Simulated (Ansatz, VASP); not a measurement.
# Al (Al(111)) in two plane-wave programs

Aim: how closely do two programs agree when they are given the same cell, functional and k mesh? Of the first pair: The structure shown is the start of the Ansatz relaxation below; VASP solves that cell, so the two are compared at the walk's first step.

Calculated with Ansatz 0.2.0; plane waves, with VASP 6.6.1 beside it; PBE with D3(BJ).

## 1. Set-up

The cell holds 4 atoms: 4 Al. Its edges and angles: a = 2.864 Å, b = 2.864 Å, c = 25.015 Å, α = 90.0°, β = 90.0°, γ = 60.0°. Vacuum lies along c.

## 2. Ansatz: relaxation, PBE with D3(BJ)

Ansatz runs on its default PAW (the set named soft_2) files.

The two programs are compared at the cell with which this relaxation starts, whose forces are those of its first step.

Input file input.yaml:

```yaml
crystal:
  lattice:
    - [2.8637824638, 0.0, 0.0]
    - [1.4318912319, 2.4801083646, 0.0]
    - [0.0, 0.0, 25.0148057707]
  atoms:
    - { symbol: Al, position: [0.0, 0.0, 0.3597869231] }
    - { symbol: Al, position: [0.3333333333, 0.3333333333, 0.4532623077] }
    - { symbol: Al, position: [0.6666666667, 0.6666666667, 0.5467376923] }
    - { symbol: Al, position: [0.0, 0.0, 0.6402130769] }
kpoints:
  mp_grid: { grid: [12, 12, 1] }
hamiltonian:
  xc: pbe
  dispersion: d3bj
scf:
  occupations: { method: fermi_dirac, width: 0.1 }
  convergence: { dr2_threshold: 1.0e-08 }
efield:
  axis: 3
  dipole_correction: true
  ramp_position: 0.97
  ramp_width: 0.06
relax:
  f_tol: 0.02
  max_steps: 60
  constraints: [{ sites: [0, 1] }]
output:
  write_potential: true
  write_density: true
  volumetric_format: npy
```

Command:

```
> ansatz run input.yaml --threads 4 --pin off --max-ram 6144MiB --backend cpu --events-out ev --progress --plain --runs-dir out
```

Numbers of over 12 decimals in the logs are rounded to 6 here.

Output:

```text
Engine: ansatz 0.2.0, x86_64-unknown-linux-gnu
Pseudopotentials: kind: paw
Pseudopotential: Al, paw, valence charge 3, recommended cutoff 420 eV (normal), Al.paw.azcp
Functional definition: PBE
  parameter kappa = 0.804
  parameter beta = 0.066725
  exchange = pbe_x(kappa = kappa, mu = beta*pi^2/3)
  correlation = pbe_c(beta = beta)
Crystal: 4 atoms, lattice volume = 177.667 Å³
Basis set: ecut = 420 eV, 3467 PW (Γ), exchange–correlation on 40×40×360 points (8 copies of the dense FFT grid, shifted against one another)
Bands: 10, of which v1, the nominal top of the filled ones, is band 6 counted from 1 (5 counted from 0)
Symmetry: 6 space group operations
k-points: 19 of 144 (time reversal used)
Non-local potential: Al, projectors of the file, l = 0: 2, l = 1: 2, l = 2: 1
PAW form: soft (Blöchl's): semilocal exchange-correlation on the pseudo side does not see the compensation charge
PAW one-centre angular grid: Al, 110 points (default); XC on 64 Gauss nodes
Initial density: superposition of atomic densities (neutral atoms: chi_scale 0, normalization atom), corrected by the library's trained network
Initial wavefunctions: pseudopotential atomic-orbital guess
Functional: x = pbe(κ = 0.804, μ = 0.219515), c = pbe(β = 0.066725)
SCF iter   1: F=—  HF=-2150.290107 eV  |F-HF|=—  |Δ(HF+E_count)|=         —  Δρ=1.37e-3  dr2=4.13e-2  ethr=1.77e-3  p=0.000 e·Å  D=3.75e-14 V/Å  ΔV_dip=-0.00 eV  dr2_dipole=1.23e-6  V_vac-E_F(+/−)=3.96/3.96 eV  ⟨swp⟩=8.2  Hψ=1709  notcnv=0
efield: sawtooth ramp at fractional position 0.9700 (set: `efield.ramp_position`, or a place that a band, a saddle search or an elastic batch's reference lends), width 0.0600; the density the first Hamiltonian is built on has a dipole p = 0.000 e·Å; the dipole correction subtracts the counter field D = 3.75e-14 V/Å, which shifts the + side's vacuum level by -0.00 eV against the − side's; the planar-averaged density in the ramp window peaks in size at 6.8e-6 e/Å³
preconditioner: auto → LDOS  [metal: Δε(μ)=0.035 eV  Ē_g=6.481 eV  σ=0.100 eV  W_gap=0.09  n_scr=12 (ndim 8)  ℏωp=9.7 eV  f_vac=0.517  D(μ)=1.93/eV (n_scr^D=10)  β→1.0]
SCF iter   2: F=—  HF=-2150.287704 eV  |F-HF|=—  |Δ(HF+E_count)|=   2.40e-3  Δρ=4.15e-4  dr2=5.50e-4  ethr=3.44e-4  p=-0.000 e·Å  D=-2.16e-5 V/Å  ΔV_dip=0.00 eV  dr2_dipole=9.76e-7  V_vac-E_F(+/−)=4.05/4.05 eV  ⟨swp⟩=1.4  Hψ=364  notcnv=0
SCF iter   3: F=—  HF=-2150.287822 eV  |F-HF|=—  |Δ(HF+E_count)|=   1.18e-4  Δρ=1.46e-4  dr2=1.74e-4  ethr=4.59e-6  p=-0.000 e·Å  D=-1.14e-5 V/Å  ΔV_dip=0.00 eV  dr2_dipole=2.69e-9  V_vac-E_F(+/−)=4.05/4.05 eV  ⟨swp⟩=2.3  Hψ=349  notcnv=0
SCF iter   4: F=—  HF=-2150.287817 eV  |F-HF|=—  |Δ(HF+E_count)|=   4.76e-6  Δρ=2.72e-5  dr2=6.01e-6  ethr=1.45e-6  p=-0.000 e·Å  D=-4.98e-6 V/Å  ΔV_dip=0.00 eV  dr2_dipole=2.17e-9  V_vac-E_F(+/−)=4.05/4.05 eV  ⟨swp⟩=2.6  Hψ=311  notcnv=0
SCF iter   5: F=—  HF=-2150.287764 eV  |F-HF|=—  |Δ(HF+E_count)|=   5.31e-5  Δρ=8.22e-6  dr2=2.22e-7  ethr=5.01e-8  p=-0.000 e·Å  D=-2.03e-6 V/Å  ΔV_dip=0.00 eV  dr2_dipole=6.68e-11  V_vac-E_F(+/−)=4.05/4.05 eV  ⟨swp⟩=2.3  Hψ=315  notcnv=0
SCF iter   6: F=—  HF=-2150.287764 eV  |F-HF|=—  |Δ(HF+E_count)|=   3.20e-7  Δρ=1.90e-6  dr2=2.67e-8  ethr=1.85e-9  p=-0.000 e·Å  D=-6.74e-7 V/Å  ΔV_dip=0.00 eV  dr2_dipole=2.03e-14  V_vac-E_F(+/−)=4.05/4.05 eV  ⟨swp⟩=2.4  Hψ=314  notcnv=0
SCF iter   7: F=-2150.287764 eV  HF=-2150.287764 eV  |F-HF|=4.12e-9  |Δ(HF+E_count)|=   1.70e-8  Δρ=3.92e-7  dr2=9.38e-10  ethr=8.33e-11  p=-0.000 e·Å  D=-6.17e-8 V/Å  ΔV_dip=0.00 eV  dr2_dipole=1.14e-14  V_vac-E_F(+/−)=4.05/4.05 eV  ⟨swp⟩=9.1  Hψ=1233  notcnv=0
SCF 1 converged in 7 iterations: F = -2150.287764 eV  dr2 = 9.38e-10
  greatest PAW one-centre occupation: 0.462 electrons in one spin orbital (limit 2), on the Al atom at site 0 (counted from 0), in its partial waves of l = 0
relax step   1: F+E_penalty+E_count = -2150.28776445 eV  Δ(F+E_penalty+E_count) = +0.000e0 eV  max|allowed force component| = 1.705e-1 eV/Å  Δτ_max = 0.0000 Å  (7 SCF iters, accepted)
[...]
relax step   2: F+E_penalty+E_count = -2150.30202486 eV  Δ(F+E_penalty+E_count) = -1.426e-2 eV  max|allowed force component| = 9.704e-2 eV/Å  Δτ_max = 0.1563 Å  (7 SCF iters, accepted)
[...]
relax step   3: F+E_penalty+E_count = -2150.30288432 eV  Δ(F+E_penalty+E_count) = -8.595e-4 eV  max|allowed force component| = 1.163e-2 eV/Å  Δτ_max = 0.0222 Å  (6 SCF iters, accepted)
NSCF: frozen V_eff on 19 k-points
the band table was solved once a step of the walk had ended and its energy, with any forces and stress, was formed, with the checks that follow a solve (2099 applications of the Hamiltonian). They found nothing against the state; the energy, forces and stress were not computed again (output.eigenvalues in the input reference)
SCF converged after 6 iterations
Free energy (F): -2150.302884 eV
Harris-Foulkes:  -2150.302884 eV  (|F-HF|=2.07e-9)
Internal energy: -2150.241829 eV  (E = F + TS)
E sigma→0 (E₀):  -2150.272357 eV
Entropy (-TS):   -0.061055 eV (-15.264 meV/atom)
Fermi energy:    0.495071 eV
Dipole field:    D = -0.000549 V/Å  (p = -0.000539 e·Å, saw-weighted, corrected)
Work function:   Φ+ = 3.9955 eV   Φ− = 3.9817 eV
Levels:          The Fermi level and band energies are counted from a zero that moves with the ramp; work functions are not
--- Per-component energies (eV) ---
  E_band       = -44.650012
  E_kinetic    = 88.145380
  E_local      = -3058.788289  (includes V_loc(G=0)·N_el)
  E_nonlocal   = 41.807442
  E_hartree    = 1506.051152
  E_xc         = -157.070431
  E_vxc        = -113.297407  (∫ρ·V_xc dr)
  E_paw        = -1869.303413  (= ΣΔE_a)
  E_vpaw       = -14.621380  (= ΣTr[D̂ρ^β])
  E_aug_tail   = -0.000009  (compensation charges beyond the density's cutoff)
  E_efield     = 0.000000  (sawtooth field / dipole correction)
  E_vefield    = -0.000399  (∫n·V_field dr)
  E_ewald      = 1299.941945
  E_disp       = -1.025607  (pairwise vdW)
  E_smearing   = -0.061055  (= −TS)
  E_closure    = -0.000000  (closes the sum)
  Σ components = -2150.302884   (vs F -2150.302884, Δ=0.00e0)
--- Forces (eV/Å), atoms counted from 1 ---
  atom   1  Al     0.00000000     0.00000000     0.11597970
  atom   2  Al    -0.00000000     0.00000000    -0.11385814
  atom   3  Al    -0.00000000    -0.00000000    -0.01162577
  atom   4  Al     0.00000000    -0.00000000     0.00950302
  max |Σ_I F_I| component: 1.19e-6 eV/Å
--- Band table (eV; the first three rows and the last of 19) ---
  k-point 0: bands = ["-10.4046", "-9.2489", "-7.6327", "-5.2794", "-2.8493", "0.1471", "2.6733", "4.0422", "4.4416", "5.4641"]
  k-point 1: bands = ["-10.2380", "-9.0832", "-7.4683", "-5.1154", "-2.6932", "0.3024", "2.8284", "4.2055", "4.6076", "5.6247"]
  k-point 2: bands = ["-9.7396", "-8.5875", "-6.9766", "-4.6253", "-2.2254", "0.7608", "3.2699", "4.6660", "5.0810", "5.5828"]
  k-point 18: bands = ["-2.6889", "-2.6174", "-2.6127", "-1.6453", "-1.6077", "-1.4947", "-0.1821", "-0.1794", "0.8245", "2.4123"]
--- Relaxed structure (3 steps of the walk, 3 accepted, 0 SCFs on fresh bases) ---
  F+E_penalty+E_count = -2150.30288432 eV   max|allowed force component| = 1.163e-2 eV/Å
  atoms:
    - { symbol: Al, position: [0.0, 0.0, 0.3597869231] }
    - { symbol: Al, position: [0.333333, 0.333333, 0.453262] }
    - { symbol: Al, position: [0.666667, 0.666667, 0.542788] }
    - { symbol: Al, position: [0, 0, 0.634480] }
```

## 3. VASP: single point, PBE with D3(BJ), start cell, pair 1

The same cell, functional, mesh and smearing now go to VASP, with its own data sets.

Lines of VASP's logs that name or quote its potential files are left out, and so is its time.

Input file INCAR:

```
SYSTEM = Al
PREC = Accurate
ENCUT = 400
EDIFF = 1E-06
NELM = 120
ISMEAR = -1
SIGMA = 0.1
LREAL = .FALSE.
ALGO = Normal
GGA = PE
IVDW = 12
NBANDS = 12
LORBIT = 11
LWAVE = .FALSE.
LCHARG = .FALSE.
ISIF = 2
LDIPOL = .TRUE.
IDIPOL = 3
DIPOL = 0.5 0.5 0.5
LVHAR = .TRUE.
LASPH = .TRUE.
GGA_COMPAT = .FALSE.
NELMDL = -8
KPAR = 4
```

Input file POSCAR:

```
Al
1.0
    2.8637824638      0.0000000000      0.0000000000
    1.4318912319      2.4801083646      0.0000000000
    0.0000000000      0.0000000000     25.0148057707
Al
4
Direct
    0.0000000000      0.0000000000      0.3597869185
    0.3333333333      0.3333333333      0.4532623195
    0.6666666667      0.6666666667      0.5467376805
    0.0000000000      0.0000000000      0.6402130815
```

Input file KPOINTS:

```
Automatic mesh
0
Gamma
12 12 1
0 0 0
```

PAW data sets: Al (PBE family, release 64).

Command:

```
> mpirun -np 4 vasp_std
```

Output:

```text
[banner, memory and clock lines left out]
running    4 mpi-ranks, on    1 nodes
 distrk:  each k-point on    1 cores,    4 groups
 distr:  one band on    1 cores,    1 groups

 POSCAR found type information on POSCAR Al
 POSCAR found :  1 types and       4 ions
 LDA part: xc-table for (Slater+PW92), standard interpolation
 POSCAR, INCAR and KPOINTS ok, starting setup
 FFT: planning ... GRIDC
 FFT: planning ... GRID_SOFT
 FFT: planning ... GRID
 WAVECAR not read
 entering main loop
       N       E                     dE             d eps       ncg     rms          rms(c)
DAV:   1     0.241919524562E+02    0.24192E+02   -0.34355E+03   456   0.570E+02
DAV:   2    -0.133212400885E+02   -0.37513E+02   -0.34281E+02   640   0.987E+01
DAV:   3    -0.148111730411E+02   -0.14899E+01   -0.14601E+01   568   0.204E+01
DAV:   4    -0.148627170434E+02   -0.51544E-01   -0.51497E-01   640   0.475E+00
DAV:   5    -0.148659294686E+02   -0.32124E-02   -0.32123E-02   736   0.108E+00
DAV:   6    -0.148660257937E+02   -0.96325E-04   -0.96325E-04   756   0.161E-01
DAV:   7    -0.148660297602E+02   -0.39665E-05   -0.39665E-05   748   0.266E-02
DAV:   8    -0.148660298390E+02   -0.78805E-07   -0.78827E-07   476   0.379E-03    0.287E+00
DAV:   9    -0.143699864742E+02    0.49604E+00   -0.22864E+00   504   0.592E+00    0.166E+00
DAV:  10    -0.142921920565E+02    0.77794E-01   -0.31429E-01   544   0.284E+00    0.940E-01
DAV:  11    -0.142546965743E+02    0.37495E-01   -0.11457E-01   560   0.142E+00    0.252E-01
DAV:  12    -0.142530159209E+02    0.16807E-02   -0.68907E-03   572   0.460E-01    0.155E-01
DAV:  13    -0.142511035433E+02    0.19124E-02   -0.16931E-03   576   0.201E-01    0.637E-02
DAV:  14    -0.142508701463E+02    0.23340E-03   -0.65027E-04   552   0.981E-02    0.288E-02
[...]
DAV:  18    -0.142518890602E+02   -0.90949E-04   -0.37619E-06   528   0.943E-03    0.276E-03
DAV:  19    -0.142519157601E+02   -0.26700E-04   -0.77292E-06   484   0.722E-03    0.244E-03
DAV:  20    -0.142519215483E+02   -0.57881E-05   -0.57061E-07   484   0.244E-03    0.681E-04
DAV:  21    -0.142519463366E+02   -0.24788E-04   -0.28034E-06   456   0.345E-03    0.148E-03
DAV:  22    -0.142519581858E+02   -0.11849E-04   -0.95727E-07   424   0.247E-03    0.344E-04
DAV:  23    -0.142519612636E+02   -0.30778E-05   -0.89256E-08   428   0.913E-04    0.306E-04
DAV:  24    -0.142519626871E+02   -0.14235E-05   -0.66940E-08   392   0.662E-04    0.164E-04
DAV:  25    -0.142519627946E+02   -0.10755E-06   -0.23572E-09   384   0.229E-04
   1 F= -.15260874E+02 E0= -.15229776E+02  d E =-.621967E-01
```

OUTCAR, selected parts (step 3):

```text
ion  position               nearest neighbor table
   1  0.000  0.000  0.360-   2 2.86   2 2.86   2 2.86
   2  0.333  0.333  0.453-   3 2.86   3 2.86   3 2.86   1 2.86   1 2.86   1 2.86
   3  0.667  0.667  0.547-   2 2.86   2 2.86   2 2.86   4 2.86   4 2.86   4 2.86
   4  0.000  0.000  0.640-   3 2.86   3 2.86   3 2.86

  LATTYP: Found a hexagonal cell.
 ALAT       =     2.8637824638
 C/A-ratio  =     8.7348833533

 Subroutine GETGRP returns: Found 12 space group operations
 (whereof 12 operations were pure point group operations)

The static configuration has the point symmetry D_3d.

 Found     19 irreducible k-points:

   k-points           NKPTS =     19   k-points in BZ     NKDIM =     19   number of bands    NBANDS=     12

   dimension x,y,z NGX =    20 NGY =   20 NGZ =  168
   dimension x,y,z NGXF=    40 NGYF=   40 NGZF=  336

   ENCUT  =  400.0 eV  29.40 Ry    5.42 a.u.   4.67  4.67 40.79*2*pi/ulx,y,z

   NELECT =      12.0000    total number of electrons

 k-points in reciprocal lattice and weights: Automatic mesh
   0.00000000  0.00000000  0.00000000       0.007
   0.08333333 -0.00000000  0.00000000       0.042
   0.16666667  0.00000000  0.00000000       0.042
   0.25000000  0.00000000  0.00000000       0.042
   0.33333333  0.00000000  0.00000000       0.042
   0.41666667  0.00000000  0.00000000       0.042
   0.50000000  0.00000000  0.00000000       0.021
   0.16666667  0.08333333  0.00000000       0.042
   0.25000000  0.08333333  0.00000000       0.083
[...]
-0.41666667  0.25000000  0.00000000       0.083
  -0.33333333  0.33333333  0.00000000       0.014

 dipolmoment           0.000000      0.000000     -0.000000 electrons x Angstroem

 average (electrostatic) potential at core
       1 -80.2263       2 -80.1342       3 -80.1342       4 -80.2263

 E-fermi :   0.4837

 k-point     1 :       0.0000    0.0000    0.0000
  band No.  band energies     occupation
    ...
      2      -9.2306      2.00000
      3      -7.5827      2.00000
      4      -5.3787      2.00000
      5      -2.8988      2.00000
      6      -0.0215      1.98729
      7       2.5681      0.00000
      8       4.0207      0.00000
      9       4.4649      0.00000
     10       5.4586      0.00000
     11       5.6105      0.00000
    ...

 k-point     2 :       0.0833   -0.0000    0.0000
  band No.  band energies     occupation
    ...
      2      -9.0647      2.00000
      3      -7.4181      2.00000
      4      -5.2143      2.00000
      5      -2.7421      2.00000
      6       0.1345      1.94092
      7       2.7234      0.00000
      8       4.1840      0.00000
      9       4.6311      0.00000
     10       5.6205      0.00000
     11       5.7695      0.00000
    ...

 k-point     3 :       0.1667    0.0000    0.0000
  band No.  band energies     occupation
      1      -9.5825      2.00000
      2      -8.5684      2.00000
      3      -6.9255      2.00000
      4      -4.7233      2.00000
      5      -2.2727      2.00000
      6       0.5968      0.48805
      7       3.1690      0.00000
      8       4.6528      0.00000
      9       5.1120      0.00000
     10       5.7318      0.00000
    ...

 Edisp (eV)   -1.00891

  Total      -2.34245    -2.34245    -0.99112    -0.00000    -0.00000    -0.00000
  in kB     -21.12387   -21.12387    -8.93780    -0.00000    -0.00000    -0.00000
  external pressure =      -17.06 kB  Pullay stress =        0.00 kB

  energy-cutoff  :      400.00
  volume of cell :      177.67
      direct lattice vectors                 reciprocal lattice vectors
     2.863782464  0.000000000  0.000000000     0.349188534 -0.201604094  0.000000000
     1.431891232  2.480108365  0.000000000     0.000000000  0.403208188  0.000000000
     0.000000000  0.000000000 25.014805771     0.000000000  0.000000000  0.039976325

 POSITION                                       TOTAL-FORCE (eV/Angst)
 -----------------------------------------------------------------------------------
      0.00000      0.00000      9.00000         0.000000     -0.000000      0.082237
      1.43189      0.82670     11.33827        -0.000000     -0.000000      0.171100
      2.86378      1.65341     13.67654         0.000000      0.000000     -0.171100
      0.00000      0.00000     16.01481         0.000000     -0.000000     -0.082237
 -----------------------------------------------------------------------------------
    total drift:                                0.000000     -0.000000     -0.000000

  FREE ENERGIE OF THE ION-ELECTRON SYSTEM (eV)
  ---------------------------------------------------
  free  energy   TOTEN  =       -15.2608738861 eV

  energy  without entropy=      -15.1986771709  energy(sigma->0) =      -15.22977553

 vacuum level on the upper side and lower side of the slab         4.535         4.535

 total charge
# of ion       s       p       d       tot
------------------------------------------
    1        0.452   0.306   0.000   0.758
    2        0.430   0.338   0.000   0.768
    3        0.430   0.338   0.000   0.768
    4        0.452   0.306   0.000   0.758
--------------------------------------------------
tot          1.764   1.289   0.000   3.052

[... 3 further parts left out ...]
```

Dispersion corrections of this kind ignore metallic screening and tend to overbind metals.

## 4. Comparison

Known differences besides the potentials themselves: the cutoff is 420 eV in Ansatz and 400 eV in VASP. Total energies have different zeros and are not compared.

Forces (eV/Å; atoms numbered as in POSCAR):

```
atom        Ansatz x, y, z          VASP x, y, z
 Al1   0.000, 0.000, 0.081   0.000, 0.000, 0.082
 Al2   0.000, 0.000, 0.171   0.000, 0.000, 0.171
 Al3  0.000, 0.000, -0.171  0.000, 0.000, -0.171
 Al4  0.000, 0.000, -0.081  0.000, 0.000, -0.082
```

The forces differ by 0.6 meV/Å r.m.s., which is 0.8 % of the r.m.s. force of 0.077 eV/Å (both taken over all components). Where the cell holds vacuum, a pressure given here is an average over it and none of the material.

## 5. Ansatz: relaxation, PBE with D3(BJ)

This run makes the geometry at which the two programs are then compared.

The structure compared here is the end of the Ansatz relaxation.

This is the run of step 2 again, met here at its other cell.

## 6. VASP: single point, PBE with D3(BJ), relaxed atoms in a fixed cell, pair 2

The same cell, functional, mesh and smearing now go to VASP, with its own data sets.

Changes to INCAR since step 3:

```diff
@@ -18,3 +18,3 @@
 IDIPOL = 3
-DIPOL = 0.5 0.5 0.5
+DIPOL = 0.5 0.5 0.498
 LVHAR = .TRUE.
```

Input file POSCAR:

```
Al
1.0
    2.8637824638      0.0000000000      0.0000000000
    1.4318912319      2.4801083646      0.0000000000
    0.0000000000      0.0000000000     25.0148057707
Al
4
Direct
    0.0000000000      0.0000000000      0.3597869231
    0.3333333333      0.3333333333      0.4532623077
    0.6666666667      0.6666666667      0.5427881672
    0.0000000000      0.0000000000      0.6344800742
```

KPOINTS is that of step 3.

Command:

```
> mpirun -np 4 vasp_std
```

Output:

```text
[... set-up lines as in an earlier step ...]
 entering main loop
       N       E                     dE             d eps       ncg     rms          rms(c)
DAV:   1     0.249812412660E+02    0.24981E+02   -0.34442E+03   456   0.570E+02
DAV:   2    -0.133310030914E+02   -0.38312E+02   -0.34962E+02   624   0.998E+01
DAV:   3    -0.148668129077E+02   -0.15358E+01   -0.15094E+01   600   0.210E+01
DAV:   4    -0.149167343732E+02   -0.49921E-01   -0.49883E-01   600   0.470E+00
[...]
DAV:  25    -0.142507945304E+02   -0.43615E-05   -0.15903E-07   428   0.808E-04    0.205E-04
DAV:  26    -0.142507957001E+02   -0.11697E-05   -0.30309E-08   352   0.412E-04    0.198E-04
DAV:  27    -0.142507962065E+02   -0.50643E-06   -0.16005E-08   356   0.264E-04
   1 F= -.15276272E+02 E0= -.15245772E+02  d E =-.610009E-01
```

OUTCAR, selected parts (step 6):

```text
 Edisp (eV)   -1.02548

  Total      -1.84933    -1.84933    -0.27895     0.00000     0.00000    -0.00000
  in kB     -16.67699   -16.67699    -2.51553     0.00000     0.00000    -0.00000
  external pressure =      -11.96 kB  Pullay stress =        0.00 kB

 POSITION                                       TOTAL-FORCE (eV/Angst)
 -----------------------------------------------------------------------------------
      0.00000      0.00000      9.00000         0.000000      0.000000      0.117515
      1.43189      0.82670     11.33827        -0.000000     -0.000000     -0.113302
      2.86378      1.65341     13.57774         0.000000      0.000000     -0.012226
      0.00000      0.00000     15.87140         0.000000      0.000000      0.008013
 -----------------------------------------------------------------------------------
    total drift:                                0.000000      0.000000     -0.000012

  FREE ENERGIE OF THE ION-ELECTRON SYSTEM (eV)
  ---------------------------------------------------
  free  energy   TOTEN  =       -15.2762723098 eV

  energy  without entropy=      -15.2152714137  energy(sigma->0) =      -15.24577186

[... 2 parts as in an earlier step ...]

[... 1 further part left out ...]
[key lines of the parts left out:]
E-fermi :   0.5162
```

[end of part 1 of 2]

[Lines on the potential files, build, host, timing and source positions are cut from VASP's logs without a mark.]

[Logs are printed without paths, hosts, clocks, repeated set-up lines and the standing remarks that a program may print on its own settings, such as how far it seeks lower states.]

[Hosts, paths, dates, database ids (printed as entryN), source tags and the programs' standing remarks are cut or masked in the printed files.]
